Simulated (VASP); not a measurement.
Consider the following.

```
CELL_PARAMETERS angstrom
      0.00000     2.44781     2.44781
      2.44781     0.00000     2.44781
      2.44781     2.44781     0.00000
ATOMIC_POSITIONS crystal
  Y  0.00000 0.00000 0.00000
  N  0.50000 0.50000 0.50000
```

Level of theory: optB88-vdW, VASP's PBE PAW potentials (set 64) (plane waves; VASP). Settings: 520 eV cut-off, Gaussian smearing of 0.050 eV, potentials Y_sv N.

Task: Give the energies of bands 6 to 11 at the high-symmetry points, in eV from the valence-band maximum.

Result: 
```tsv
band	Γ	X	U	L	W
6	0.00	-1.47	-2.15	-4.00	-2.12
7	0.00	-0.39	-1.56	-2.22	-1.51
8	0.00	-0.39	-1.29	-2.22	-1.51
9	3.13	0.26	2.48	5.67	4.00
10	3.13	6.80	6.23	6.29	4.00
11	3.13	7.19	6.95	6.29	7.25
```

The gap is indirect, 0.26 eV, from the valence maximum at Γ to the conduction minimum at X.

The compound is YN in the rock salt structure. It was relaxed first.
